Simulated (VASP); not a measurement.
Output of a VASP run:

**OUTCAR**
```
 ion  position               nearest neighbor table
   1  0.333  0.667  0.250-   2 2.78   2 2.78   2 2.78   2 2.78   2 2.78   2 2.78
   2  0.667  0.333  0.750-   1 2.78   1 2.78   1 2.78   1 2.78   1 2.78   1 2.78
  LATTYP: Found a hexagonal cell.
 ALAT       =     2.6392750697
 C/A-ratio  =     1.7587990366
 Subroutine PRICEL returns:
 Original cell was already a primitive cell.
 Subroutine GETGRP returns: Found 24 space group operations
The static configuration has the point symmetry D_3d.
 The point group associated with its full space group is D_6h.
The dynamic configuration has the point symmetry D_3d.
 Subroutine INISYM returns: Found 24 space group operations
 Subroutine IBZKPT returns following result:
 Found     96 irreducible k-points:

 Following reciprocal coordinates:
            Coordinates               Weight
  0.000000  0.000000  0.000000      1.000000
  0.071429  0.000000  0.000000      6.000000
  0.142857 -0.000000  0.000000      6.000000
  0.214286  0.000000  0.000000      6.000000
  0.285714  0.000000  0.000000      6.000000
  0.357143  0.000000  0.000000      6.000000
  0.428571  0.000000  0.000000      6.000000
  0.500000  0.000000  0.000000      3.000000
  0.071429  0.071429  0.000000      6.000000
  0.142857  0.071429  0.000000     12.000000
  0.214286  0.071429  0.000000     12.000000
  0.285714  0.071429  0.000000     12.000000
  0.357143  0.071429  0.000000     12.000000
  0.428571  0.071429  0.000000     12.000000
  0.142857  0.142857  0.000000      6.000000
  0.214286  0.142857  0.000000     12.000000
  0.285714  0.142857  0.000000     12.000000
  0.357143  0.142857  0.000000     12.000000
  0.428571  0.142857  0.000000      6.000000
  0.214286  0.214286  0.000000      6.000000
  0.285714  0.214286  0.000000     12.000000
  0.357143  0.214286  0.000000     12.000000
  0.285714  0.285714  0.000000      6.000000
  0.357143  0.285714  0.000000      6.000000
  0.000000  0.000000  0.142857      2.000000
  0.071429  0.000000  0.142857     12.000000
  0.142857 -0.000000  0.142857     12.000000
  0.214286  0.000000  0.142857     12.000000
  0.285714  0.000000  0.142857     12.000000
  0.357143  0.000000  0.142857     12.000000
  0.428571  0.000000  0.142857     12.000000
  0.500000  0.000000  0.142857      6.000000
  0.071429  0.071429  0.142857     12.000000
  0.142857  0.071429  0.142857     24.000000
  0.214286  0.071429  0.142857     24.000000
  0.285714  0.071429  0.142857     24.000000
  0.357143  0.071429  0.142857     24.000000
  0.428571  0.071429  0.142857     24.000000
  0.142857  0.142857  0.142857     12.000000
  0.214286  0.142857  0.142857     24.000000
   k-points           NKPTS =     96   k-points in BZ     NKDIM =     96   number of bands    NBANDS=     16
   number of dos      NEDOS =    301   number of ions     NIONS =      2
   total plane-waves  NPLWV =   9720
   dimension x,y,z NGX =    18 NGY =   18 NGZ =   30
   dimension x,y,z NGXF=    36 NGYF=   36 NGZF=   60
   ions per type =               2
   PREC   = accura    normal or accurate (medium, high low for compatibility)
   ISTART =      0    job   : 0-new  1-cont  2-samecut
   ICHARG =      2    charge: 1-file 2-atom 10-const
   ISPIN  =      1    spin polarized calculation?
   LNONCOLLINEAR =      F non collinear calculations
   LSORBIT =      F    spin-orbit coupling
   INIWAV =      1    electr: 0-lowe 1-rand  2-diag
   ENCUT  =  400.0 eV  29.40 Ry    5.42 a.u.   4.30  4.30  7.57*2*pi/ulx,y,z
   NELM   =    100;   NELMIN=  2; NELMDL= -5     # of ELM steps
   EDIFF  = 0.1E-05   stopping-criterion for ELM
   LREAL  =      F    real-space projection
   NLSPLINE    = F    spline interpolate recip. space projectors
   LMAXMIX     =    4 max onsite mixed and CHGCAR
   VOSKOWN=      0    Vosko Wilk Nusair interpolation
   EDIFFG = -.1E-01   stopping-criterion for IOM
   NSW    =     60    number of steps for IOM
...
```

**OSZICAR**
```
       N       E                     dE             d eps       ncg     rms          rms(c)
DAV:   1     0.843934086191E+02    0.84393E+02   -0.11094E+04  3136   0.205E+03
DAV:   2    -0.131471272719E+01   -0.85708E+02   -0.84474E+02  3160   0.276E+02
DAV:   3    -0.350186491911E+01   -0.21872E+01   -0.21842E+01  3808   0.557E+01
DAV:   4    -0.350706613557E+01   -0.52012E-02   -0.52011E-02  3656   0.271E+00
DAV:   5    -0.350707342654E+01   -0.72910E-05   -0.72906E-05  3776   0.830E-02    0.495E+00
DAV:   6    -0.319226304905E+01    0.31481E+00   -0.15271E+00  3168   0.285E+01    0.351E+00
DAV:   7    -0.317638291535E+01    0.15880E-01   -0.50080E-02  3880   0.429E+00    0.182E+00
DAV:   8    -0.316861844026E+01    0.77645E-02   -0.19302E-03  4312   0.725E-01    0.536E-02
DAV:   9    -0.316856709249E+01    0.51348E-04   -0.23530E-04  4352   0.250E-01    0.296E-02
DAV:  10    -0.316857094756E+01   -0.38551E-05   -0.20402E-05  3368   0.458E-02    0.302E-03
DAV:  11    -0.316857077257E+01    0.17499E-06   -0.55191E-07  2200   0.132E-02
   1 F= -.31685708E+01 E0= -.31685745E+01  d E =-.316857E+01
       N       E                     dE             d eps       ncg     rms          rms(c)
DAV:   1    -0.316930928768E+01   -0.73834E-03   -0.85846E-03  3296   0.175E+00    0.188E-01
DAV:   2    -0.316870330470E+01    0.60598E-03   -0.23691E-03  3288   0.110E+00    0.676E-02
DAV:   3    -0.316863004216E+01    0.73263E-04   -0.52279E-05  3856   0.126E-01    0.367E-02
DAV:   4    -0.316859924209E+01    0.30800E-04   -0.14363E-05  4720   0.759E-02    0.295E-03
DAV:   5    -0.316859927423E+01   -0.32137E-07   -0.24373E-06  2696   0.187E-02
   2 F= -.31685993E+01 E0= -.31685937E+01  d E =-.285017E-04
```

**OUTCAR**
```
------------------------ aborting loop because EDIFF is reached ----------------------------------------
  FORCE on cell =-STRESS in cart. coord.  units (eV):
  Direction    XX          YY          ZZ          XY          YZ          ZX
  --------------------------------------------------------------------------------------
  Total        0.0082328      0.0082328      0.0024553      0.0000000      0.0000000      0.0000000
  in kB        0.4716636      0.4716638      0.1406648      0.0000000      0.0000000      0.0000000
  external PRESSURE =       0.3613307 kB  Pullay stress =       0.0000000 kB
  volume of cell :       27.97
      direct lattice vectors                 reciprocal lattice vectors
     1.319408643 -2.285283221 -0.000000000     0.378957651 -0.218791262 -0.000000000
     1.319408643  2.285283221  0.000000000     0.378957651  0.218791262 -0.000000000
     0.000000000  0.000000000  4.637444716    -0.000000000 -0.000000000  0.215635994
 POSITION                                       TOTAL-FORCE (eV/Angst)
 -----------------------------------------------------------------------------------
      1.31941      0.76176      1.15936         0.000000      0.000000      0.000000
      1.31941     -0.76176      3.47808        -0.000000     -0.000000     -0.000000
 -----------------------------------------------------------------------------------
    total drift:                                0.000000      0.000066      0.000004
  FREE ENERGIE OF THE ION-ELECTRON SYSTEM (eV)
  ---------------------------------------------------
  free  energy   TOTEN  =        -3.1685992742 eV

  energy  without entropy=       -3.1685824963  energy(sigma->0) =       -3.16859368

 reached required accuracy - stopping structural energy minimisation
```
(Selected blocks of OUTCAR.)

**POSCAR**
```
Zn
1
    1.3196373551    -2.2856793617     0.0000000000
    1.3196373551     2.2856793617     0.0000000000
   -0.0000000000    -0.0000000000     4.6419544499
Zn
2
Direct
  0.3333330000   0.6666670000   0.2500000000
  0.6666670000   0.3333330000   0.7500000000
```

Task: Reconstruct the remaining input files.

Result: Several could match; the one computed here: the input of the run itself, PBEsol GGA, plane waves, VASP's PBE PAW potentials (set 64).

### INCAR
```
NSW=60
LREAL=.FALSE.   ! projection in real space or not
ISMEAR=1
LASPH=.TRUE.
EDIFF=1E-6   ! SCF stop (eV)
EDIFFG=-0.01
ENCUT=400   ! plane-wave cut-off (eV)
NELM=100   ! most electronic steps
GGA=PS   ! PBEsol
LCHARG=.FALSE.
PREC=Accurate
ALGO=Normal   ! blocked Davidson
SYSTEM=Zn
SIGMA=0.1   ! width (eV)
LWAVE=.FALSE.
LMAXMIX=4   ! l cut-off of mixed one-centre charges
IBRION=2
ISIF=3   ! ions, shape and volume
```

**KPOINTS**
```
Automatic mesh
0
Gamma
14 14 7
0 0 0
```

POTCAR, in this order: Zn (PBE.64 set). Program: vasp_std.

The compound is Zn in the hcp structure. This run relaxes it. Symmetry was kept, so distortions that lower it aren't found. The start is the result of an earlier pass.
